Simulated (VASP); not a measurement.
# GW on CsSnI3, part 3 of 4

Wanted: how far GW moves the Kohn-Sham levels of CsSnI3. The cell has space group Pm-3m, a computed entry that need not be the common form of this compound. The start is a computed cell from the Materials Project.

VASP 6.6.1, plane waves and PAW; the level of theory is named at each step.

So far. Step 3 (Ground state): The cell has a gap of 0.470 eV on mesh and path. Spin-orbit coupling is left out, which can shift or reorder these edges. Step 4 (Empty bands): WAVECAR now holds 568 bands for 44 electrons. Its independent-particle dielectric tensor has xx, yy, zz = 29.1, 29.1, 29.1 on this mesh, which isn't tested for convergence in mesh or bands and lacks local fields.

### Step 5. evGW0 (continued)

Level of this step: evGW0 on PBE; plane waves and PAW (Cs_sv_GW, I_GW, Sn_d_GW) (VASP).

OUTCAR, selected parts (step 5):

```text
   k-points           NKPTS =     10   k-points in BZ     NKDIM =     64   number of bands    NBANDS=    568

   NELECT =      44.0000    total number of electrons

 E-fermi :   2.6472

 QP shifts <psi_nk| G(iteration)W_0 |psi_nk>: iteration 1
 for sc-GW calculations column KS-energies equals QP-energies in previous step
 and V_xc(KS)=  KS-energies - (<T + V_ion + V_H > + <T+V_H+V_ion>^1  + <V_x>^1)
 k-point   1 :       0.0000    0.0000    0.0000
  band No.  KS-energies  QP-energies   sigma(KS)   V_xc(KS)     V^pw_x(r,r')   Z            occupation Imag(sigma)
    ...
     19       0.3230      -0.6095     -11.9857     -10.6685     -13.9228       0.7079       2.0000       0.1888
     20       0.4619      -0.4012     -12.1309     -10.9161     -13.9491       0.7104       2.0000       0.1832
     21       0.4619      -0.4012     -12.1309     -10.9161     -13.9491       0.7104       2.0000       0.1832
     22       0.4619      -0.4012     -12.1309     -10.9161     -13.9491       0.7104       2.0000       0.1832
     23       4.7674       4.8843      -5.6738      -5.8212      -2.4591       0.7930       0.0000      -0.1070
     24       5.7709       5.9816      -5.7589      -6.0257      -2.5522       0.7900       0.0000      -0.1148
     25       5.7709       5.9816      -5.7589      -6.0257      -2.5522       0.7900       0.0000      -0.1148
     26       6.1116       6.3519      -6.6270      -6.9359      -3.1849       0.7779       0.0000      -0.1223
    ...

 k-point   2 :       0.2500    0.0000    0.0000
  band No.  KS-energies  QP-energies   sigma(KS)   V_xc(KS)     V^pw_x(r,r')   Z            occupation Imag(sigma)
    ...
     19       0.2480      -0.6891     -11.8272     -10.5034     -13.7681       0.7079       2.0000       0.1900
     20       0.3954      -0.4856     -12.0490     -10.8072     -13.9006       0.7094       2.0000       0.1853
     21       0.3954      -0.4856     -12.0490     -10.8072     -13.9006       0.7094       2.0000       0.1853
     22       0.4535      -0.3404     -11.9338     -10.8230     -13.5240       0.7147       2.0000       0.1789
     23       5.3039       5.5151      -9.1395      -9.4254      -5.3745       0.7388       0.0000      -0.1448
     24       5.3422       5.5182      -6.9782      -7.2062      -3.5605       0.7721       0.0000      -0.1190
     25       6.0930       6.3231      -5.9042      -6.1968      -2.6388       0.7864       0.0000      -0.1176
     26       6.2324       6.5064      -6.0517      -6.4010      -2.7844       0.7843       0.0000      -0.1168
    ...

 QP shifts <psi_nk| G(iteration)W_0 |psi_nk>: iteration 2
 k-point   1 :       0.0000    0.0000    0.0000
  band No. old QP-enery  QP-energies   sigma(KS)   T+V_ion+V_H  V^pw_x(r,r')   Z            occupation Imag(sigma)
    ...
     19      -0.6095      -0.8348     -11.9193      10.9915     -13.9228       0.7078       2.0000       0.1955
     20      -0.4012      -0.6106     -12.0739      11.3779     -13.9491       0.7106       2.0000       0.1878
     21      -0.4012      -0.6106     -12.0739      11.3779     -13.9491       0.7106       2.0000       0.1878
     22      -0.4012      -0.6106     -12.0739      11.3779     -13.9491       0.7106       2.0000       0.1878
     23       4.8843       4.9050      -5.6782      10.5886      -2.4591       0.7949       0.0000      -0.1069
     24       5.9816       6.0123      -5.7762      11.7966      -2.5522       0.7921       0.0000      -0.1143
     25       5.9816       6.0123      -5.7762      11.7966      -2.5522       0.7921       0.0000      -0.1143
     26       6.3519       6.3828      -6.6559      13.0475      -3.1849       0.7785       0.0000      -0.1230
    ...

 QP shifts <psi_nk| G(iteration)W_0 |psi_nk>: iteration 3
 k-point   1 :       0.0000    0.0000    0.0000
  band No. old QP-enery  QP-energies   sigma(KS)   T+V_ion+V_H  V^pw_x(r,r')   Z            occupation Imag(sigma)
    ...
     19      -0.8348      -0.8907     -11.9052      10.9915     -13.9228       0.7081       2.0000       0.1972
     20      -0.6106      -0.6626     -12.0617      11.3779     -13.9491       0.7107       2.0000       0.1891
     21      -0.6106      -0.6626     -12.0617      11.3779     -13.9491       0.7107       2.0000       0.1891
     22      -0.6106      -0.6626     -12.0617      11.3779     -13.9491       0.7107       2.0000       0.1891
     23       4.9050       4.9068      -5.6814      10.5886      -2.4591       0.7951       0.0000      -0.1072
     24       6.0123       6.0149      -5.7810      11.7966      -2.5522       0.7921       0.0000      -0.1139
     25       6.0123       6.0149      -5.7810      11.7966      -2.5522       0.7921       0.0000      -0.1139
     26       6.3828       6.3847      -6.6622      13.0475      -3.1849       0.7784       0.0000      -0.1231
    ...

 QP shifts <psi_nk| G(iteration)W_0 |psi_nk>: iteration 4
 k-point   1 :       0.0000    0.0000    0.0000
  band No. old QP-enery  QP-energies   sigma(KS)   T+V_ion+V_H  V^pw_x(r,r')   Z            occupation Imag(sigma)
    ...
     19      -0.8907      -0.9048     -11.9020      10.9915     -13.9228       0.7081       2.0000       0.1976
     20      -0.6626      -0.6758     -12.0591      11.3779     -13.9491       0.7108       2.0000       0.1894
     21      -0.6626      -0.6758     -12.0591      11.3779     -13.9491       0.7108       2.0000       0.1894
     22      -0.6626      -0.6758     -12.0591      11.3779     -13.9491       0.7108       2.0000       0.1894
     23       4.9068       4.9064      -5.6823      10.5886      -2.4591       0.7951       0.0000      -0.1073
     24       6.0149       6.0147      -5.7820      11.7966      -2.5522       0.7922       0.0000      -0.1138
     25       6.0149       6.0147      -5.7820      11.7966      -2.5522       0.7922       0.0000      -0.1138
     26       6.3847       6.3842      -6.6634      13.0475      -3.1849       0.7781       0.0000      -0.1233
    ...

[... 7 parts as in an earlier step ...]

[... 29 further parts left out ...]
```

This step gave:

```yaml
quasiparticle_gap_on_the_mesh: 1.133 eV
smallest_direct_quasiparticle_gap_on_the_mesh: 1.133 eV
gap_of_the_starting_orbitals_on_the_mesh: 0.4704 eV
```

QP gap by iteration, by row:

```tsv
iteration	gap (eV)	direct gap (eV)
1	1.028	1.028
2	1.116	1.116
3	1.131	1.131
4	1.133	1.133
```

GW takes the gap from 0.470 to 1.133 eV. Spin-orbit coupling is left out. The value holds for 568 bands, ENCUTGW = 100 eV and this mesh, and isn't shown to be converged in them. VASP warns that the automatic setting of its frequency mesh failed and advises more k points, so the value is in doubt.

### Step 6. evGW

This step: evGW on PBE; plane waves and PAW (Cs_sv_GW, I_GW, Sn_d_GW) (VASP 6.6.1).

The levels are updated in both G and W; wider gaps weaken the screening and open the gap further.

The input, INCAR:

```
SYSTEM = CsSnI3
PREC = Accurate
ENCUT = 300
ISMEAR = 0
SIGMA = 0.01
LREAL = .FALSE.
GGA = PE
NBANDS = 568
ALGO = EVGW
NELMGW = 4
ENCUTGW = 100
NOMEGA = 48
PRECFOCK = Fast
NBANDSGW = 32
LWAVE = .FALSE.
LCHARG = .FALSE.
```

The input, POSCAR:

```
CsSnI3
1.0
    6.2862280000      0.0000000000      0.0000000000
    0.0000000000      6.2862280000      0.0000000000
    0.0000000000      0.0000000000      6.2862280000
Cs I Sn
1 3 1
Direct
    0.5000000000      0.5000000000      0.5000000000
    0.5000000000      0.0000000000      0.0000000000
    0.0000000000      0.0000000000      0.5000000000
    0.0000000000      0.5000000000      0.0000000000
    0.0000000000      0.0000000000      0.0000000000
```

The input, KPOINTS:

```
Automatic mesh
0
Gamma
4 4 4
0 0 0
```

Potentials, in the order of the species: Cs_sv_GW, I_GW and Sn_d_GW (PBE family, release 64).

Started as:

```sh
$ mpirun -np 8 vasp_std
```

The log of the run:

```text
[banner, memory and clock lines left out]
running    8 mpi-ranks, on    1 nodes
 distrk:  each k-point on    8 cores,    1 groups
 distr:  one band on    1 cores,    8 groups

 POSCAR found type information on POSCAR CsI Sn
 POSCAR found :  3 types and       5 ions
 [... a notice as in an earlier step ...]

 [... a notice as in an earlier step ...]

 LDA part: xc-table for (Slater+PW92), standard interpolation
 found WAVECAR, reading the header
 POSCAR, INCAR and KPOINTS ok, starting setup
 FFT: planning ... GRIDC
 FFT: planning ... GRID_SOFT
 FFT: planning ... GRID
 reading WAVECAR
 the WAVECAR file was read successfully
 initial charge from wavefunction
 available memory per node:     84.25 GB, setting MAXMEM to     86271

 The Fermi energy was updated, please check that it is located mid-gap
 values below the HOMO (VB) or above the LUMO (CB) will cause erroneous energies
 E-fermi :   2.6472

 calculate exact exchange contribution
 the WAVEDER file was read successfully
 [... a notice as in an earlier step ...]

energies w=
    0.000    0.000    0.335    0.000    0.668    0.000    0.999    0.000
    1.325    0.000    1.647    0.000    1.964    0.000    2.274    0.000
    2.579    0.000    2.878    0.000    3.172    0.000    3.461    0.000
    3.746    0.000    4.028    0.000    4.307    0.000    4.585    0.000
    4.863    0.000    5.141    0.000    5.422    0.000    5.707    0.000
    5.996    0.000    6.292    0.000    6.597    0.000    6.913    0.000
    7.241    0.000    7.586    0.000    7.949    0.000    8.334    0.000
    8.747    0.000    9.192    0.000    9.676    0.000   10.207    0.000
   10.794    0.000   11.452    0.000   12.196    0.000   13.048    0.000
   14.038    0.000   15.205    0.000   16.606    0.000   18.322    0.000
   20.477    0.000   23.266    0.000   27.016    0.000   32.324    0.000
   40.394    0.000   54.097    0.000   82.359    0.000  173.959    0.000
 responsefunction array rank=     592
 LDA part: xc-table for (Slater+PW92), standard interpolation

 min. memory requirement per mpi rank    770.8 MB, per node   6166.5 MB

 allocating   6 responsefunctions rank=   592
 shmem allocating  48 responsefunctions rank=   592
 response function shared by NCSHMEM nodes    1
 Doing            6  frequencies on each core in blocks of           48
NQ=   1    0.0000    0.0000    0.0000,
|.........|.........|.........|.........|.........|.........|.........|.........
 performed       1901000 updates of chi_q(r,r)
 total number of BLAS operations       5240.36 Gflops
NQ=   2    0.2500    0.0000    0.0000,
|.........|.........|.........|.........|.........|.........|.........|.........
 performed       4965000 updates of chi_q(r,r)
 total number of BLAS operations      12764.27 Gflops
NQ=   3    0.5000    0.0000    0.0000,
|.........|.........|.........|.........|.........|.........|.........|.........
 performed       7411000 updates of chi_q(r,r)
 total number of BLAS operations      19484.77 Gflops
NQ=   4    0.2500    0.2500    0.0000,
|.........|.........|.........|.........|.........|.........|.........|.........
 performed      10984000 updates of chi_q(r,r)
 total number of BLAS operations      28353.54 Gflops
NQ=   5    0.5000    0.2500    0.0000,
|.........|.........|.........|.........|.........|.........|.........|.........
 performed      14557000 updates of chi_q(r,r)
 total number of BLAS operations      37382.25 Gflops
NQ=   6    0.5000    0.5000    0.0000,
|.........|.........|.........|.........|.........|.........|.........|.........
 performed      16966000 updates of chi_q(r,r)
 total number of BLAS operations      43256.90 Gflops
NQ=   7    0.2500    0.2500    0.2500,
|.........|.........|.........|.........|.........|.........|.........|.........
 performed      19812000 updates of chi_q(r,r)
 total number of BLAS operations      50890.23 Gflops
NQ=   8    0.5000    0.2500    0.2500,
|.........|.........|.........|.........|.........|.........|.........|.........
 performed      23167000 updates of chi_q(r,r)
 total number of BLAS operations      59549.81 Gflops
NQ=   9    0.5000    0.5000    0.2500,
|.........|.........|.........|.........|.........|.........|.........|.........
 performed      26158000 updates of chi_q(r,r)
 total number of BLAS operations      67162.78 Gflops
NQ=  10    0.5000    0.5000    0.5000,
|.........|.........|.........|.........|.........|.........|.........|.........
 performed      28059000 updates of chi_q(r,r)
 total number of BLAS operations      71796.85 Gflops
 resolving degeneracies of screened two electron integrals

 calculate QP shifts <psi_nk| G(iteration)W_0 |psi_nk>: iteration 1
 allocating   6 responsefunctions rank=   592
 shmem allocating  48 responsefunctions rank=   592
 response function shared by NCSHMEM nodes    1
 Doing            6  frequencies on each core in blocks of           48
NQ=   1    0.0000    0.0000    0.0000,
|.........|.........|.........|.........|.........|.........|.........|.........
 performed       1901000 updates of chi_q(r,r)
 total number of BLAS operations       5240.36 Gflops
NQ=   2    0.2500    0.0000    0.0000,
|.........|.........|.........|.........|.........|.........|.........|.........
 performed       4965000 updates of chi_q(r,r)
 total number of BLAS operations      12764.27 Gflops
NQ=   3    0.5000    0.0000    0.0000,
|.........|.........|.........|.........|.........|.........|.........|.........
 performed       7411000 updates of chi_q(r,r)
 total number of BLAS operations      19484.77 Gflops
NQ=   4    0.2500    0.2500    0.0000,
|.........|.........|.........|.........|.........|.........|.........|.........
 performed      10984000 updates of chi_q(r,r)
 total number of BLAS operations      28353.54 Gflops
NQ=   5    0.5000    0.2500    0.0000,
|.........|.........|.........|.........|.........|.........|.........|.........
 performed      14557000 updates of chi_q(r,r)
 total number of BLAS operations      37382.25 Gflops
NQ=   6    0.5000    0.5000    0.0000,
|.........|.........|.........|.........|.........|.........|.........|.........
 performed      16966000 updates of chi_q(r,r)
 total number of BLAS operations      43256.90 Gflops
NQ=   7    0.2500    0.2500    0.2500,
|.........|.........|.........|.........|.........|.........|.........|.........
 performed      19812000 updates of chi_q(r,r)
 total number of BLAS operations      50890.23 Gflops
NQ=   8    0.5000    0.2500    0.2500,
|.........|.........|.........|.........|.........|.........|.........|.........
 performed      23167000 updates of chi_q(r,r)
 total number of BLAS operations      59549.81 Gflops
NQ=   9    0.5000    0.5000    0.2500,
|.........|.........|.........|.........|.........|.........|.........|.........
 performed      26158000 updates of chi_q(r,r)
 total number of BLAS operations      67162.78 Gflops
NQ=  10    0.5000    0.5000    0.5000,
|.........|.........|.........|.........|.........|.........|.........|.........
 performed      28059000 updates of chi_q(r,r)
 total number of BLAS operations      71796.85 Gflops
 resolving degeneracies of screened two electron integrals

 calculate QP shifts <psi_nk| G(iteration)W_0 |psi_nk>: iteration 2
 allocating   6 responsefunctions rank=   592
 shmem allocating  48 responsefunctions rank=   592
 response function shared by NCSHMEM nodes    1
 Doing            6  frequencies on each core in blocks of           48
NQ=   1    0.0000    0.0000    0.0000,
|.........|.........|.........|.........|.........|.........|.........|.........
 performed       1901000 updates of chi_q(r,r)
 total number of BLAS operations       5240.36 Gflops
NQ=   2    0.2500    0.0000    0.0000,
|.........|.........|.........|.........|.........|.........|.........|.........
 performed       4965000 updates of chi_q(r,r)
 total number of BLAS operations      12764.27 Gflops
NQ=   3    0.5000    0.0000    0.0000,
|.........|.........|.........|.........|.........|.........|.........|.........
 performed       7411000 updates of chi_q(r,r)
 total number of BLAS operations      19484.77 Gflops
NQ=   4    0.2500    0.2500    0.0000,
|.........|.........|.........|.........|.........|.........|.........|.........
 performed      10984000 updates of chi_q(r,r)
 total number of BLAS operations      28353.54 Gflops
NQ=   5    0.5000    0.2500    0.0000,
|.........|.........|.........|.........|.........|.........|.........|.........
 performed      14557000 updates of chi_q(r,r)
 total number of BLAS operations      37382.25 Gflops
NQ=   6    0.5000    0.5000    0.0000,
|.........|.........|.........|.........|.........|.........|.........|.........
 performed      16966000 updates of chi_q(r,r)
 total number of BLAS operations      43256.90 Gflops
NQ=   7    0.2500    0.2500    0.2500,
|.........|.........|.........|.........|.........|.........|.........|.........
 performed      19812000 updates of chi_q(r,r)
 total number of BLAS operations      50890.23 Gflops
NQ=   8    0.5000    0.2500    0.2500,
|.........|.........|.........|.........|.........|.........|.........|.........
 performed      23167000 updates of chi_q(r,r)
 total number of BLAS operations      59549.81 Gflops
NQ=   9    0.5000    0.5000    0.2500,
|.........|.........|.........|.........|.........|.........|.........|.........
 performed      26158000 updates of chi_q(r,r)
 total number of BLAS operations      67162.78 Gflops
NQ=  10    0.5000    0.5000    0.5000,
|.........|.........|.........|.........|.........|.........|.........|.........
 performed      28059000 updates of chi_q(r,r)
 total number of BLAS operations      71796.85 Gflops
 resolving degeneracies of screened two electron integrals

 calculate QP shifts <psi_nk| G(iteration)W_0 |psi_nk>: iteration 3
 allocating   6 responsefunctions rank=   592
 shmem allocating  48 responsefunctions rank=   592
 response function shared by NCSHMEM nodes    1
 Doing            6  frequencies on each core in blocks of           48
NQ=   1    0.0000    0.0000    0.0000,
|.........|.........|.........|.........|.........|.........|.........|.........
 performed       1901000 updates of chi_q(r,r)
 total number of BLAS operations       5240.36 Gflops
NQ=   2    0.2500    0.0000    0.0000,
|.........|.........|.........|.........|.........|.........|.........|.........
 performed       4965000 updates of chi_q(r,r)
 total number of BLAS operations      12764.27 Gflops
NQ=   3    0.5000    0.0000    0.0000,
|.........|.........|.........|.........|.........|.........|.........|.........
 performed       7411000 updates of chi_q(r,r)
 total number of BLAS operations      19484.77 Gflops
NQ=   4    0.2500    0.2500    0.0000,
|.........|.........|.........|.........|.........|.........|.........|.........
 performed      10984000 updates of chi_q(r,r)
 total number of BLAS operations      28353.54 Gflops
NQ=   5    0.5000    0.2500    0.0000,
|.........|.........|.........|.........|.........|.........|.........|.........
 performed      14557000 updates of chi_q(r,r)
 total number of BLAS operations      37382.25 Gflops
NQ=   6    0.5000    0.5000    0.0000,
|.........|.........|.........|.........|.........|.........|.........|.........
 performed      16966000 updates of chi_q(r,r)
 total number of BLAS operations      43256.90 Gflops
NQ=   7    0.2500    0.2500    0.2500,
|.........|.........|.........|.........|.........|.........|.........|.........
 performed      19812000 updates of chi_q(r,r)
 total number of BLAS operations      50890.23 Gflops
NQ=   8    0.5000    0.2500    0.2500,
|.........|.........|.........|.........|.........|.........|.........|.........
 performed      23167000 updates of chi_q(r,r)
 total number of BLAS operations      59549.81 Gflops
NQ=   9    0.5000    0.5000    0.2500,
|.........|.........|.........|.........|.........|.........|.........|.........
 performed      26158000 updates of chi_q(r,r)
 total number of BLAS operations      67162.78 Gflops
NQ=  10    0.5000    0.5000    0.5000,
|.........|.........|.........|.........|.........|.........|.........|.........
 performed      28059000 updates of chi_q(r,r)
 total number of BLAS operations      71796.85 Gflops
 resolving degeneracies of screened two electron integrals

 calculate QP shifts <psi_nk| G(iteration)W_0 |psi_nk>: iteration 4
 entering main loop
```

The job ended after 85 min (8 MPI ranks of AMD EPYC 7R43, shared host; peak memory 6.7 GiB; 11 h of CPU time).

[end of part 3 of 4]

[Lines on the potential files, build, host, timing and source positions are cut from VASP's logs without a mark.]

[Logs are printed without paths, hosts, clocks, repeated set-up lines and the standing remarks that a program may print on its own settings, such as how far it seeks lower states.]

[Hosts, paths, dates, database ids (printed as entryN), source tags and the programs' standing remarks are cut or masked in the printed files.]

[Pressures printed for these runs are not shown converged in the cutoff: they can be off by several GPa and have the wrong sign.]
